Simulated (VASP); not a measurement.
# BiPt (P6_3/mmc) in VASP: single point with LDA

Aim: the single point of BiPt with LDA.

Everything below comes from runs of VASP 6.6.1. Logs are shortened: lines on timing, memory, paths and dates and some standing lists are left out, and cuts for length are marked.

## (1) The structure

It takes space group P6_3/mmc (No. 194, hexagonal). Conventional cell: a = 4.328 Å, b = 4.328 Å, c = 5.453 Å, α = 90.00°, β = 90.00°, γ = 120.00°. Around Bi (site symmetry -6m2) lie 6 Pt at 2.85 Å. Pt (site symmetry -3m) is surrounded by 2 Pt at 2.73 Å and 6 Bi at 2.85 Å.

## (2) Single point, LDA

INCAR

```
SYSTEM = BiPt
PREC = Accurate
ENCUT = 520
EDIFF = 1E-6
ISMEAR = 0
SIGMA = 0.1
LREAL = .False.
LASPH = .True.
NELM = 100
ALGO = Fast
ISIF = 2
LWAVE = .False.
LCHARG = .False.
GGA = CA
NBANDS = 33
```

KPOINTS

```
Automatic mesh
0
Gamma
  12 12 8
  0 0 0
```

POSCAR

```
BiPt
1.0
    4.3279022316      0.0000000000      0.0000000000
   -2.1639511158      3.7480732777      0.0000000000
    0.0000000000      0.0000000000      5.4530211632
Bi Pt
2 2
Direct
    0.3333333333      0.6666666667      0.2500000000
    0.6666666667      0.3333333333      0.7500000000
    0.0000000000      0.0000000000      0.0000000000
    0.0000000000      0.0000000000      0.5000000000
```

Potentials or basis: VASP PAW LDA potentials, release 64 (Bi_d, Pt).

Started as:

```console
$ cat potpaw_LDA.64/Bi_d/POTCAR potpaw_LDA.64/Pt/POTCAR > POTCAR
$ mpirun -np 1 vasp_std > vasp.out
```

OUTCAR:

```text
SYSTEM = BiPt
   PREC = Accurate
   ENCUT = 520
   EDIFF = 1E-6
   ISMEAR = 0
   LREAL = .False.
   LASPH = .True.
   NELM = 100
   ISIF = 2
   GGA = CA

 ion  position               nearest neighbor table
   1  0.333  0.667  0.250-   3 2.85   4 2.85   3 2.85   4 2.85   3 2.85   4 2.85   2 3.70   2 3.70
                             2 3.70   2 3.70   2 3.70   2 3.70
   2  0.667  0.333  0.750-   3 2.85   4 2.85   3 2.85   4 2.85   3 2.85   4 2.85   1 3.70   1 3.70
                             1 3.70   1 3.70   1 3.70   1 3.70
   3  0.000  0.000  0.000-   4 2.73   4 2.73   1 2.85   2 2.85   2 2.85   1 2.85   2 2.85   1 2.85

   4  0.000  0.000  0.500-   3 2.73   3 2.73   1 2.85   2 2.85   2 2.85   1 2.85   2 2.85   1 2.85

  LATTYP: Found a hexagonal cell.
 ALAT       =     4.3279022316
 C/A-ratio  =     1.2599686572

  Lattice vectors:

 A1 = (   4.3279022316,   0.0000000000,   0.0000000000)
 A2 = (  -2.1639511158,   3.7480732777,   0.0000000000)
 A3 = (   0.0000000000,   0.0000000000,   5.4530211632)

Analysis of symmetry for initial positions (statically):
=====================================================================
 Subroutine PRICEL returns:
 Original cell was already a primitive cell.

 Routine SETGRP: Setting up the symmetry group for a
 hexagonal supercell.

 Subroutine GETGRP returns: Found 24 space group operations
 (whereof 12 operations were pure point group operations)
 out of a pool of 24 trial point group operations.

The static configuration has the point symmetry D_3d.
 The point group associated with its full space group is D_6h.

Analysis of symmetry for dynamics (positions and initial velocities):
=====================================================================
 Subroutine PRICEL returns:
 Original cell was already a primitive cell.

 Routine SETGRP: Setting up the symmetry group for a
 hexagonal supercell.

 Subroutine GETGRP returns: Found 24 space group operations
 (whereof 12 operations were pure point group operations)
 out of a pool of 24 trial point group operations.

The dynamic configuration has the point symmetry D_3d.
 The point group associated with its full space group is D_6h.

 Subroutine INISYM returns: Found 24 space group operations
 (whereof 12 operations are pure point group operations),
 and found     1 'primitive' translations

----------------------------------------------------------------------------------------

                                     Primitive cell

  volume of cell :      88.4551

[... 94 lines left out ...]
   EDIFFG = 0.1E-04   stopping-criterion for IOM
   NSW    =      0    number of steps for IOM
   IBRION =     -1    ionic relax: 0-MD 1-quasi-New 2-CG
   NFREE  =      0    steps in history (QN), initial steepest desc. (CG)
   ISIF   =      2    stress and relaxation
   ISYM   =      2    0-nonsym 1-usesym 2-fastsym
   POTIM  = 0.5000    time-step for ionic-motion
   TEBEG  =    0.0;   TEEND  =   0.0 temperature during run
   PSTRESS=    0.0 pullay stress
   NELECT =      50.0000    total number of electrons
   NUPDOWN=      -1.0000    fix difference up-down
   EMIN   =  10.00;   EMAX   =-10.00  energy-range for DOS
   EFERMI =   0.00;   METHOD = LEGACY
   ISMEAR =     0;   SIGMA  =   0.10  broadening in eV -4-tet -1-fermi 0-gaus
   EFERMI_NEDOS =   21; number of points for ismear=-14 and -15
   IALGO  =     68    algorithm
   IMIX   =      4    mixing-type and parameters
     AMIX     =   0.40;   BMIX     =  1.00
     AMIX_MAG =   1.60;   BMIX_MAG =  1.00
  volume/ion in A,a.u.               =      22.11       149.23
  Fermi-wavevector in a.u.,A,eV,Ry     =   1.353601  2.557935 24.929072  1.832235
  Thomas-Fermi vector in A             =   2.480843
   LORBIT       =      0    0 simple, 1 ext, 2 COOP (PROOUT), +10 PAW based schemes
   GGA     = CA    functional components
   LHFCALC =     F    Hartree Fock is set to
   AEXX    =    0.0000 exact exchange contribution
   IVDW    =     0    specifies the selected vdW correction
   LEPSILON=     F    determine dielectric tensor
   LRPA    =     F    only Hartree local field effects (RPA)
 non-spin polarized calculation
 RMM-DIIS sequential band-by-band and
 Gauss-broadening in eV      SIGMA  =   0.10
  energy-cutoff  :      520.00
  volume of cell :       88.46
 maximum number of plane-waves:      2412
   NGX = 17   NGY = 17   NGZ = 21

 number of electron      49.9999994 magnetization

 Free energy of the ion-electron system (eV)
  ---------------------------------------------------
  ext. energy  EPLUGINS =         0.00000000
  ---------------------------------------------------
  free energy    TOTEN  =       -25.22274072 eV

  energy without entropy =      -25.21479391  energy(sigma->0) =      -25.21876731

 E-fermi :   9.3296     XC(G=0): -11.7258

 val. band max:        9.3192574710   @ k =   0.3333   0.0833   0.5000
 cond. band min:       9.3454654461   @ k =   0.2500  -0.0000   0.2500
 fundamental gap:      0.0262079751
 Fermi energy:         9.3296489750

 k-point     1 :       0.0000    0.0000    0.0000
  band No.  band energies     occupation
      1     -13.6532      2.00000
      2     -13.6532      2.00000
      3     -13.6055      2.00000
      4     -13.6054      2.00000
      5     -13.6054      2.00000
      6     -13.5946      2.00000
[... 853 lines left out ...]
     32      15.9992      0.00000
     33      16.8722      0.00000

 [... further k-points ...]

------------------------ aborting loop because EDIFF is reached ----------------------------------------

  FORCE on cell =-STRESS in cart. coord.  units (eV):
  Direction    XX          YY          ZZ          XY          YZ          ZX
  --------------------------------------------------------------------------------------
  -------------------------------------------------------------------------------------
  Total        0.1825613      0.1825613      0.2547967      0.0000000     -0.0000000      0.0000000
  in kB        3.3067144      3.3067144      4.6151051      0.0000000     -0.0000000      0.0000000
  external PRESSURE =       3.7428447 kB  Pullay stress =       0.0000000 kB

 VOLUME and BASIS-vectors are now :
 -----------------------------------------------------------------------------
  energy-cutoff  :      520.00
  volume of cell :       88.46
      direct lattice vectors                 reciprocal lattice vectors
     4.327902232  0.000000000  0.000000000     0.231058824  0.133401874  0.000000000
    -2.163951116  3.748073278  0.000000000     0.000000000  0.266803748  0.000000000
     0.000000000  0.000000000  5.453021163     0.000000000  0.000000000  0.183384581

 POSITION                                       TOTAL-FORCE (eV/Angst)
 -----------------------------------------------------------------------------------
     -0.00000      2.49872      1.36326        -0.000000      0.000000      0.000000
      2.16395      1.24936      4.08977         0.000000     -0.000000      0.000000
      0.00000      0.00000      0.00000        -0.000000      0.000000      0.000000
      0.00000      0.00000      2.72651         0.000000      0.000000      0.000000
 -----------------------------------------------------------------------------------
    total drift:                               -0.000000      0.000000      0.000000

  FREE ENERGIE OF THE ION-ELECTRON SYSTEM (eV)
  ---------------------------------------------------
  free  energy   TOTEN  =       -25.2227407211 eV

  energy  without entropy=      -25.2147939055  energy(sigma->0) =      -25.21876731
```

Run time: 97 s. Hardware: 1 thread of Intel Xeon 6975P-C (Granite Rapids), shared host; peak memory 0.34 GiB.

Results:

| Quantity | Value |
| --- | --- |
| Free energy | -25.2227 eV |
| Pressure | 0.4 GPa |
| Band gap on the k mesh | none (metal or under the smearing width) |

Caveat: spin-orbit coupling is left out, which moves the levels of the heavy elements.
